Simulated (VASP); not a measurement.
# A VASP study of Sb7Mo3 (r2SCAN): structure first, properties next

How well does r2SCAN reproduce what experiment finds for Sb7Mo3? The cell is relaxed first, and properties follow on it. The steps: full relaxation (r2SCAN), density, ELF and potential (r2SCAN), band structure (r2SCAN), density of states (r2SCAN) and optical spectrum (r2SCAN). The start is a computed cell from the Materials Project.

Method: r2SCAN; plane waves and PAW (Sb, Mo_sv), in VASP 6.6.1.

**Measured values to reproduce.**

“Low-temperature specific heat of the superconductor Mo3Sb7” (2008, arxiv:0803.2948) quotes from earlier work for Mo3Sb7, cubic Ir3Ge7-type (single crystal from earlier work): lattice constant a (cubic cell parameter a, earlier single-crystal report) 0.9559 nm [literature value quoted for comparison; measurement temperature not stated].

Report form: the programs' logs are mostly left out.

## 1. The starting structure

Before any relaxation, the start is as follows. The structure is cubic, space group Im-3m (No. 229). The conventional cell has a = 9.621 Å, b = 9.621 Å, c = 9.621 Å, α = 90.00°, β = 90.00°, γ = 90.00°. Nearest to Sb lie 4 Mo at 2.85 Å. Nearest to Sb lie 3 Mo at 2.79 Å and 4 Sb at 2.98 to 3.09 Å. Nearest to Mo lie 8 Sb at 2.79 to 2.85 Å and 1 Mo at 3.05 Å. Farther neighbours are not listed.

## 2. Full relaxation (r2SCAN)

Properties are meant for the cell that this level of theory prefers, so cell and atoms are relaxed first (ISIF = 3) until forces and stress are small; EDIFFG sets the threshold. r2SCAN adds the kinetic-energy density, costs more than a GGA and is run with LASPH.

Input file INCAR:

```
SYSTEM = Sb7Mo3
PREC = Accurate
ENCUT = 400
EDIFF = 1E-06
NELM = 100
ISMEAR = 0
SIGMA = 0.05
LREAL = .FALSE.
ALGO = Normal
METAGGA = R2SCAN
LASPH = .TRUE.
NBANDS = 97
LORBIT = 11
LWAVE = .FALSE.
LCHARG = .FALSE.
KPAR = 8
IBRION = 2
NSW = 60
ISIF = 3
EDIFFG = -0.01
```

Input file POSCAR:

```
Sb7Mo3
1.0
   -4.8104079040      4.8104079040      4.8104079040
    4.8104079040     -4.8104079040      4.8104079040
    4.8104079040      4.8104079040     -4.8104079040
Sb Mo
14 6
Direct
    0.7500000000      0.2500000000      0.5000000000
    0.5000000000      0.2500000000      0.7500000000
    0.5000000000      0.7500000000      0.2500000000
    0.2500000000      0.5000000000      0.7500000000
    0.7500000000      0.5000000000      0.2500000000
    0.2500000000      0.7500000000      0.5000000000
    0.3210278400      0.3210278400      0.3210278400
    0.0000000000      0.0000000000      0.3210278400
    0.3210278400      0.0000000000      0.0000000000
    0.0000000000      0.3210278400      0.0000000000
    0.6789721600      0.0000000000      0.0000000000
    0.0000000000      0.6789721600      0.0000000000
    0.0000000000      0.0000000000      0.6789721600
    0.6789721600      0.6789721600      0.6789721600
    0.3415129500      0.3415129500      0.0000000000
    0.0000000000      0.3415129500      0.3415129500
    0.0000000000      0.6584870500      0.6584870500
    0.6584870500      0.0000000000      0.6584870500
    0.3415129500      0.0000000000      0.3415129500
    0.6584870500      0.6584870500      0.0000000000
```

Input file KPOINTS:

```
Automatic mesh
0
Gamma
4 4 4
0 0 0
```

PAW data sets: Sb and Mo_sv (PBE family, release 64).

Launch:

```sh
> mpirun -np 8 vasp_std
```

Run time: 8.1 min. Hardware: 8 MPI ranks of Intel Xeon 6975P-C (Granite Rapids), shared host; peak memory 4.5 GiB.

The k-mesh is coarse for a metal. The PAW data sets were made with PBE, which is usual practice but a small mismatch for other functionals. The run keeps the 48 symmetry operations of its start, so it cannot find a distortion of lower symmetry.

The steps of the relaxation:

| step | energy less that of the first step (eV) | largest force (eV/Å) | pressure (GPa) | volume (Å³) |
| --- | --- | --- | --- | --- |
| 1 | 0.0000 | 0.0951 | -0.13 | 445.25 |
| 2 | -0.0013 | 0.0172 | 0.18 | 444.06 |
| 3 | -0.0014 | 0.0274 | 0.11 | 444.32 |
| 4 | -0.0016 | 0.0202 | -0.07 | 444.95 |
| 5 | -0.0017 | 0.0080 | 0.00 | 444.70 |

| conventional cell, symmetrised | before | after | change |
| --- | --- | --- | --- |
| a (Å) | 9.621 | 9.617 | -0.0 % |
| b (Å) | 9.621 | 9.617 | -0.0 % |
| c (Å) | 9.621 | 9.617 | -0.0 % |
| volume (Å³/atom) | 22.26 | 22.23 | -0.1 % |

The relaxed structure:

```
Sb Mo
1.0
    -4.80842    4.80842    4.80842
     4.80842   -4.80842    4.80842
     4.80842    4.80842   -4.80842
Sb Mo
14 6
Cartesian
  0.0000 4.8084 2.4042
  2.4042 4.8084 0.0000
  2.4042 0.0000 4.8084
  4.8084 2.4042 0.0000
  0.0000 2.4042 4.8084
  4.8084 0.0000 2.4042
  1.5440 1.5440 1.5440
  1.5440 1.5440 -1.5440
  -1.5440 1.5440 1.5440
  1.5440 -1.5440 1.5440
  -3.2644 3.2644 3.2644
  3.2644 -3.2644 3.2644
  3.2644 3.2644 -3.2644
  3.2644 3.2644 3.2644
  0.0000 0.0000 3.2893
  3.2893 0.0000 0.0000
  6.3275 0.0000 0.0000
  0.0000 6.3275 0.0000
  0.0000 3.2893 0.0000
  0.0000 0.0000 6.3275
```

Numbers from this step:

```yaml
electrons: 154
bands: 97
irreducible_k_points: 8
symmetry_operations: 48
free_energy_toten: -516.2855 eV
energy_at_zero_smearing: -516.2725 eV
fermi_energy: 9.295 eV
pressure: 0.002796 GPa
metallic: yes
scf_cycles_over_all_ionic_steps: 49
```

It ends with a largest force of 0.008 eV/Å and a pressure of 0.00 GPa.

## 3. Density, ELF and potential (r2SCAN)

The relaxed cell gets a fresh self-consistent run, on a basis set for its own volume, to fix the density and to check the remaining stress.

INCAR: that of step 2 with these lines changed.

```diff
@@ -14,7 +14,5 @@
 LWAVE = .FALSE.
-LCHARG = .FALSE.
-KPAR = 8
-IBRION = 2
-NSW = 60
-ISIF = 3
-EDIFFG = -0.01
+LCHARG = .TRUE.
+ISIF = 2
+LELF = .TRUE.
+LVHAR = .TRUE.
```

Input file POSCAR:

```
Sb7Mo3
1.0
   -4.8084192915      4.8084192915      4.8084192915
    4.8084192915     -4.8084192915      4.8084192915
    4.8084192915      4.8084192915     -4.8084192915
Sb Mo
14 6
Direct
    0.7500000000      0.2500000000      0.5000000000
    0.5000000000      0.2500000000      0.7500000000
    0.5000000000      0.7500000000      0.2500000000
    0.2500000000      0.5000000000      0.7500000000
    0.7500000000      0.5000000000      0.2500000000
    0.2500000000      0.7500000000      0.5000000000
    0.3211103280      0.3211103280      0.3211103280
    0.0000000000      0.0000000000      0.3211103280
    0.3211103280      0.0000000000      0.0000000000
    0.0000000000      0.3211103280      0.0000000000
    0.6788896720      0.0000000000      0.0000000000
    0.0000000000      0.6788896720      0.0000000000
    0.0000000000      0.0000000000      0.6788896720
    0.6788896720      0.6788896720      0.6788896720
    0.3420399454      0.3420399454      0.0000000000
    0.0000000000      0.3420399454      0.3420399454
    0.0000000000      0.6579600546      0.6579600546
    0.6579600546      0.0000000000      0.6579600546
    0.3420399454      0.0000000000      0.3420399454
    0.6579600546      0.6579600546      0.0000000000
```

KPOINTS is that of step 2.

Launch:

```sh
> mpirun -np 8 vasp_std
```

The job ended after 2.5 min (8 MPI ranks; peak memory 1.7 GiB; 17 min of CPU time).

Numbers from this step:

```
SCF cycles              : 15
bands                   : 104
free energy (TOTEN)     : -516.2847 eV
energy at zero smearing : -516.2717 eV
pressure                : -0.001446 GPa
```

Valence electrons inside each PAW sphere by angular momentum. Sphere charges, by row:

| atom | s (e) | p (e) | d (e) | tot (e) |
| --- | --- | --- | --- | --- |
| Sb1 | 1.125 | 1.251 | 0.053 | 2.429 |
| Sb2 | 1.125 | 1.251 | 0.053 | 2.429 |
| Sb3 | 1.125 | 1.251 | 0.053 | 2.429 |
| Sb4 | 1.125 | 1.251 | 0.053 | 2.429 |
| Sb5 | 1.125 | 1.251 | 0.053 | 2.429 |
| Sb6 | 1.125 | 1.251 | 0.053 | 2.429 |
| Sb7 | 1.135 | 1.232 | 0.071 | 2.438 |
| Sb8 | 1.135 | 1.232 | 0.071 | 2.438 |
| Sb9 | 1.135 | 1.232 | 0.071 | 2.438 |
| Sb10 | 1.135 | 1.232 | 0.071 | 2.438 |
| Sb11 | 1.135 | 1.232 | 0.071 | 2.438 |
| Sb12 | 1.135 | 1.232 | 0.071 | 2.438 |
| Sb13 | 1.135 | 1.232 | 0.071 | 2.438 |
| Sb14 | 1.135 | 1.232 | 0.071 | 2.438 |
| Mo15 | 2.254 | 6.148 | 4.022 | 12.42 |
| Mo16 | 2.254 | 6.148 | 4.022 | 12.42 |
| Mo17 | 2.254 | 6.148 | 4.022 | 12.42 |
| Mo18 | 2.254 | 6.148 | 4.022 | 12.42 |
| Mo19 | 2.254 | 6.148 | 4.022 | 12.42 |
| Mo20 | 2.254 | 6.148 | 4.022 | 12.42 |

Electrostatic potential energy in the ac plane of the conventional cell at fractional y = 0.000, with atoms of Sb and Mo within 0.2 Å of it. With pseudopotentials it is smooth inside the atoms' cores, unlike the true potential.

Ten even steps from '0' (-85 eV) to '9' (3 eV), each cell a mean:
```
999999853235899742247999999
999999975457999864468999999
999999998889999998899999999
999999999999767899999999999
999999999997311589999999999
789999999984000279999999988
457999999985100379999999864
236999999998533699999999742
236999999999888999999999742
457998668999999999876789864
789973114799999998521268988
999961001699999998300038999
999962002699999998400048999
678985335899999999743479986
346999889999999999988899853
135899999999767899999999742
236999999997311589999999853
568999999984000279999999975
899999999995100379999999999
999999999998533699999999999
999999999999888999999999999
999999987678999987789999999
999999964346999753358999999
999999842125899632236999999
```
Columns run along a (9.6 Å; values clipped at the 3rd and 97th percentile), rows up along c (9.6 Å), edges of the conventional cell, whose origin can differ from the input's. Atoms in or near the plane, at fractional coordinates: Sb at (0.50, 0.75), Sb at (0.75, 0.50), Sb at (0.25, 0.50), Sb at (0.50, 0.25), Mo at (0.00, 0.34), Mo at (0.34, 0.00), Mo at (0.66, 0.00), Mo at (0.00, 0.66).

ELF in the ac plane of the conventional cell at fractional y = 0.000, with atoms of Sb and Mo within 0.2 Å of it. It is the smooth field of the valence electrons, not physical close to the nuclei.

Ten even steps from '0' (0.01) to '9' (0.82), each cell a mean:
```
000232268786343487774232100
001344336764343257753343210
123455422334566543223454321
234554422478988985323455543
234543222699988998422345542
333332102599867997311233333
863222101479877986200122257
685234321258888873113432377
686368864336788643457874477
864589998644455445789996357
433699889864444357888998424
444788668874454458876788544
434798778864444458887898533
643699998754444346899997435
885479987544666544689995468
586346643247888753245653486
784222211368888984111222278
652222101589867996200123236
223443112699877998411234432
235554322589989997422345543
234455422357888764223455432
112355323443454344422454311
001233257885243368863343100
000122377577344586684222100
```
Columns run along a (9.6 Å), rows up along c (9.6 Å), edges of the conventional cell, whose origin can differ from the input's. Atoms in or near the plane, at fractional coordinates: Sb at (0.50, 0.75), Sb at (0.75, 0.50), Sb at (0.25, 0.50), Sb at (0.50, 0.25), Mo at (0.00, 0.34), Mo at (0.34, 0.00), Mo at (0.66, 0.00), Mo at (0.00, 0.66).

Valence density in the ac plane of the conventional cell at fractional y = 0.000, with atoms of Sb and Mo within 0.2 Å of it. It is the smooth field of the valence electrons, not physical close to the nuclei.

Ten steps, logarithmic in the rise over the least value, from '0' (-0.3 e/Å³) to '9' (7.3 e/Å³), each cell a mean:
```
333334579997544689986443333
333344457875444567765443333
333444444554444445544444333
334444444444444444444444443
444444333444444444333444444
554443333444302444333344445
875443333344423444333334468
996443333344444443333344589
996444444344444444344444589
875444444444444444444444568
554444444444444444444444445
444444114444444444430344444
444444224444444444432344444
665444444444444444444444456
986444444444444444444444579
997444433344444443334444589
986443333344444444333334579
765443333344302444333334457
444444333444423444333344444
444444433444444444434444444
334444444444444444444444433
333344445655444456654444333
333344468986444578875443333
333334579997544689986443333
```
Columns run along a (9.6 Å), rows up along c (9.6 Å), edges of the conventional cell, whose origin can differ from the input's. Atoms in or near the plane, at fractional coordinates: Sb at (0.50, 0.75), Sb at (0.75, 0.50), Sb at (0.25, 0.50), Sb at (0.50, 0.25), Mo at (0.00, 0.34), Mo at (0.34, 0.00), Mo at (0.66, 0.00), Mo at (0.00, 0.66).

In this run the pressure is 0.00 GPa, small enough to go on.

## 4. Band structure (r2SCAN)

The mesh alone shows little of the dispersion and can miss band extrema, so KPOINTS_OPT adds a path through the symmetry points after the self-consistent cycle.

INCAR: that of step 3 with these lines changed.

```diff
@@ -11,8 +11,6 @@
 LASPH = .TRUE.
-NBANDS = 97
+NBANDS = 121
 LORBIT = 11
 LWAVE = .FALSE.
-LCHARG = .TRUE.
-ISIF = 2
-LELF = .TRUE.
-LVHAR = .TRUE.
+LCHARG = .FALSE.
+KPAR = 8
```

POSCAR is that of step 3.

KPOINTS is that of step 3.

Input file KPOINTS_OPT:

```
Line mode
12
Line-mode
Reciprocal
  0.00000000   0.00000000   0.00000000 GAMMA
  0.50000000  -0.50000000   0.50000000 H

  0.50000000  -0.50000000   0.50000000 H
  0.00000000   0.00000000   0.50000000 N

  0.00000000   0.00000000   0.50000000 N
  0.00000000   0.00000000   0.00000000 GAMMA

  0.00000000   0.00000000   0.00000000 GAMMA
  0.25000000   0.25000000   0.25000000 P

  0.25000000   0.25000000   0.25000000 P
  0.50000000  -0.50000000   0.50000000 H

  0.25000000   0.25000000   0.25000000 P
  0.00000000   0.00000000   0.50000000 N
```

Launch:

```sh
> mpirun -np 8 vasp_std
```

Elapsed: 11 min, on 8 MPI ranks; peak memory 5.4 GiB.

Spin-orbit coupling is off here; with elements this heavy it splits and shifts levels by tenths of an eV or more.

This step gave:

* SCF cycles: 14
* bands: 121
* Fermi energy: 9.294 eV
* pressure: 0.01346 GPa

The electronic bands at the labelled points (eV, zero at the Fermi level; # counts the bands kept):

| point | #42 | #43 | #44 | #45 | #46 | #47 | #48 | #49 |
| --- | --- | --- | --- | --- | --- | --- | --- | --- |
| Γ | -0.64 | -0.64 | -0.64 | -0.34 | 0.19 | 0.19 | 0.19 | 1.39 |
| 0.45 of the way | -0.49 | -0.49 | -0.28 | -0.10 | 0.00 | 0.00 | 0.01 | 1.60 |
| H | -0.12 | -0.12 | -0.12 | 0.15 | 0.15 | 0.15 | 0.52 | 1.49 |
| 0.45 of the way | -0.16 | -0.16 | -0.09 | -0.01 | 0.18 | 0.20 | 0.41 | 1.58 |
| N | -0.34 | -0.18 | -0.16 | -0.04 | -0.03 | 0.03 | 0.35 | 1.63 |
| 0.45 of the way | -0.41 | -0.32 | -0.31 | -0.29 | -0.21 | -0.12 | -0.01 | 1.54 |
| Γ | -0.64 | -0.64 | -0.64 | -0.34 | 0.19 | 0.19 | 0.19 | 1.39 |
| 0.45 of the way | -0.43 | -0.35 | -0.35 | -0.28 | -0.20 | -0.14 | -0.14 | 1.51 |
| P | -0.25 | -0.14 | -0.14 | -0.14 | 0.22 | 0.22 | 0.22 | 1.48 |
| 0.45 of the way | -0.30 | -0.25 | -0.25 | -0.11 | 0.22 | 0.22 | 0.22 | 1.65 |
| H | -0.12 | -0.12 | -0.12 | 0.15 | 0.15 | 0.15 | 0.52 | 1.49 |
| jump to P | -0.25 | -0.14 | -0.14 | -0.14 | 0.22 | 0.22 | 0.22 | 1.48 |
| 0.45 of the way | -0.25 | -0.24 | -0.13 | -0.09 | -0.08 | 0.05 | 0.33 | 1.69 |
| N | -0.34 | -0.18 | -0.16 | -0.04 | -0.03 | 0.03 | 0.35 | 1.63 |

Of the projections kept (Sb, Mo), the largest for each band there; the rest of the weight can lie on other orbitals:

| point | #42 | #43 | #44 | #45 | #46 | #47 | #48 | #49 |
| --- | --- | --- | --- | --- | --- | --- | --- | --- |
| Γ | Mo 0.77 | Mo 0.77 | Mo 0.77 | Mo 0.87 | Sb 0.72 | Sb 0.72 | Sb 0.72 | Mo 0.87 |
| H | Mo 0.76 | Mo 0.76 | Mo 0.76 | Mo 0.80 | Mo 0.79 | Mo 0.79 | Mo 0.81 | Mo 0.71 |
| N | Mo 0.54 | Mo 0.73 | Mo 0.75 | Mo 0.56 | Mo 0.74 | Mo 0.82 | Mo 0.56 | Mo 0.62 |
| Γ | Mo 0.77 | Mo 0.77 | Mo 0.77 | Mo 0.87 | Sb 0.72 | Sb 0.72 | Sb 0.72 | Mo 0.87 |
| P | Mo 0.79 | Mo 0.75 | Mo 0.75 | Mo 0.75 | Sb 0.54 | Sb 0.54 | Sb 0.54 | Mo 0.70 |
| H | Mo 0.76 | Mo 0.76 | Mo 0.76 | Mo 0.80 | Mo 0.80 | Mo 0.79 | Mo 0.81 | Mo 0.71 |

There is no gap at this level.

## 5. Density of states (r2SCAN)

A density of states needs more k-points than a total energy; ISMEAR = -5 takes tetrahedra, and LORBIT projects the states on the PAW spheres. The mesh is finer than in the run before.

INCAR: that of step 4 with these lines changed.

```diff
@@ -5,3 +5,3 @@
 NELM = 100
-ISMEAR = 0
+ISMEAR = -5
 SIGMA = 0.05
@@ -16 +16,2 @@
 KPAR = 8
+NEDOS = 2001
```

POSCAR is that of step 4.

Input file KPOINTS:

```
Automatic mesh
0
Gamma
5 5 5
0 0 0
```

Launch:

```sh
> mpirun -np 8 vasp_std
```

Run time: 4.8 min. Hardware: 8 MPI ranks; peak memory 4.4 GiB; 32 min of CPU time.

The DOS at the Fermi level is high for the number of transition-metal atoms. It is one value on this mesh and may be a narrow spike; if it stands, a magnetic instability is possible, which a run without spin can't show. With tetrahedra the forces and stress of a metal are not exact derivatives of the energy.

This step gave:

```yaml
scf_cycles: 19
irreducible_k_points: 10
free_energy_toten: -516.2865 eV
fermi_energy: 9.312 eV
pressure: -0.01771 GPa
dos_at_the_fermi_level: 20.43 states/eV/cell
```

The density of states has structure finer than the step of the table below, so its rows give means over 0.5 eV, whole bins alone (the curve runs from -12.0 to 1.88 eV). Peaks (eV: height): total -1.24: 29.8, -0.85: 28.4, -0.30: 31.9, 1.80: 24.6; Mo d -1.24: 12.4, -0.85: 12.0, -0.30: 14.2, 1.80: 13.8; Sb p -4.19: 5.51, -1.24: 4.97, -0.85: 5.03, -0.30: 5.51; Sb s -9.64: 7.59, -9.02: 7.13, -8.71: 5.77, -8.39: 5.77; Mo p -4.19: 0.317, -1.24: 0.435, -0.85: 0.487, -0.30: 0.501.

States under -12.0 eV and over 1.9 eV are left out. Table of density of states by energy, zero at the Fermi level; means over each step; values in states/eV/cell:

| energy (eV) | total | Mo d | Sb p | Sb s | Mo p | Sb d | Mo s |
| --- | --- | --- | --- | --- | --- | --- | --- |
| -11.5 | 3.06 | 0.0127 | 0.0566 | 1.42 | 0.0254 | 0.00108 | 0.0884 |
| -11.0 | 4.78 | 0.0382 | 0.109 | 2.26 | 0.0479 | 0.00311 | 0.106 |
| -10.5 | 4.32 | 0.0515 | 0.121 | 2.04 | 0.0446 | 0.00353 | 0.0942 |
| -10.0 | 7.48 | 0.116 | 0.187 | 3.69 | 0.102 | 0.0111 | 0.123 |
| -9.5 | 9.33 | 0.258 | 0.179 | 4.84 | 0.132 | 0.0171 | 0.0761 |
| -9.0 | 9.29 | 0.453 | 0.191 | 4.91 | 0.0853 | 0.0183 | 0.0429 |
| -8.5 | 8.12 | 0.452 | 0.196 | 4.37 | 0.0727 | 0.0184 | 0.0232 |
| -8.0 | 2.26 | 0.141 | 0.0627 | 1.23 | 0.0119 | 0.00296 | 0.00336 |
| -7.5 | 2.44 | 0.152 | 0.108 | 1.30 | 0.00847 | 0.00497 | 0.00365 |
| -7.0 | 0.759 | 0.0526 | 0.0291 | 0.423 | 0.00225 | 3.9e-4 | 5.9e-4 |
| -6.5 | 0.206 | 0.0157 | 0.00507 | 0.122 | 3.7e-4 | 0 | 0 |
| -6.0 | 3.6e-4 | 2.1e-5 | 0 | 2.2e-4 | 0 | 0 | 0 |
| -5.5 | 5.11 | 0.405 | 1.34 | 0.103 | 0.0325 | 0.0123 | 0.351 |
| -5.0 | 7.62 | 0.757 | 2.02 | 0.151 | 0.0882 | 0.0256 | 0.368 |
| -4.5 | 10.4 | 1.35 | 2.77 | 0.252 | 0.139 | 0.0477 | 0.318 |
| -4.0 | 13.4 | 1.99 | 3.62 | 0.408 | 0.227 | 0.0735 | 0.243 |
| -3.5 | 11.8 | 2.03 | 3.18 | 0.314 | 0.212 | 0.0730 | 0.148 |
| -3.0 | 10.8 | 2.33 | 2.65 | 0.385 | 0.158 | 0.0877 | 0.207 |
| -2.5 | 10.6 | 2.89 | 2.34 | 0.323 | 0.121 | 0.114 | 0.182 |
| -2.0 | 13.4 | 4.38 | 2.69 | 0.363 | 0.129 | 0.159 | 0.180 |
| -1.5 | 19.9 | 7.45 | 3.67 | 0.329 | 0.274 | 0.260 | 0.139 |
| -1.0 | 23.7 | 10.3 | 3.93 | 0.310 | 0.373 | 0.343 | 0.158 |
| -0.5 | 17.5 | 7.58 | 3.08 | 0.217 | 0.279 | 0.290 | 0.0762 |
| 0.0 | 18.4 | 7.83 | 3.40 | 0.152 | 0.303 | 0.345 | 0.0272 |
| 0.5 | 1.48 | 0.697 | 0.275 | 0.00658 | 0.0126 | 0.0264 | 8.7e-4 |
| 1.0 | 0 | 0 | 0 | 0 | 0 | 0 | 0 |
| 1.5 | 5.68 | 2.93 | 0.536 | 0.580 | 0.0198 | 0.0933 | 0.0699 |

Force by atom:

| atom | x (eV/Å) | y (eV/Å) | z (eV/Å) | size |
| --- | --- | --- | --- | --- |
| Sb1 | 0.0000 | 0.0000 | 0.0000 | 0.0000 |
| Sb2 | 0.0000 | 0.0000 | 0.0000 | 0.0000 |
| Sb3 | 0.0000 | 0.0000 | 0.0000 | 0.0000 |
| Sb4 | 0.0000 | 0.0000 | 0.0000 | 0.0000 |
| Sb5 | 0.0000 | 0.0000 | 0.0000 | 0.0000 |
| Sb6 | 0.0000 | 0.0000 | 0.0000 | 0.0000 |
| Sb7 | 0.0066 | 0.0066 | 0.0066 | 0.0113 |
| Sb8 | 0.0066 | 0.0066 | -0.0066 | 0.0113 |
| Sb9 | -0.0066 | 0.0066 | 0.0066 | 0.0113 |
| Sb10 | 0.0066 | -0.0066 | 0.0066 | 0.0113 |
| Sb11 | 0.0066 | -0.0066 | -0.0066 | 0.0113 |
| Sb12 | -0.0066 | 0.0066 | -0.0066 | 0.0113 |
| Sb13 | -0.0066 | -0.0066 | 0.0066 | 0.0113 |
| Sb14 | -0.0066 | -0.0066 | -0.0066 | 0.0113 |
| Mo15 | 0.0000 | 0.0000 | -0.0544 | 0.0544 |
| Mo16 | -0.0544 | 0.0000 | 0.0000 | 0.0544 |
| Mo17 | 0.0544 | 0.0000 | 0.0000 | 0.0544 |
| Mo18 | 0.0000 | 0.0544 | 0.0000 | 0.0544 |
| Mo19 | 0.0000 | -0.0544 | 0.0000 | 0.0544 |
| Mo20 | 0.0000 | 0.0000 | 0.0544 | 0.0544 |

The finer mesh and the other smearing move the Fermi level by +0.02 eV from the 4×4×4 run, a small shift, which tests the Fermi level alone. Of the states within 0.3 eV of the Fermi level, the largest shares in the PAW spheres are Mo d 43 % and Sb p 19 %. The rest lies in smaller channels or between the spheres.

[end of part 1 of 2]

[Lines on the potential files, build, host, timing and source positions are cut from VASP's logs without a mark.]

[Logs are printed without paths, hosts, clocks, repeated set-up lines and the standing remarks that a program may print on its own settings, such as how far it seeks lower states.]

[Hosts, paths, dates, database ids (printed as entryN), source tags and the programs' standing remarks are cut or masked in the printed files.]

[A measured line is paired with the nearest computed mode of its activity, which favours agreement.]
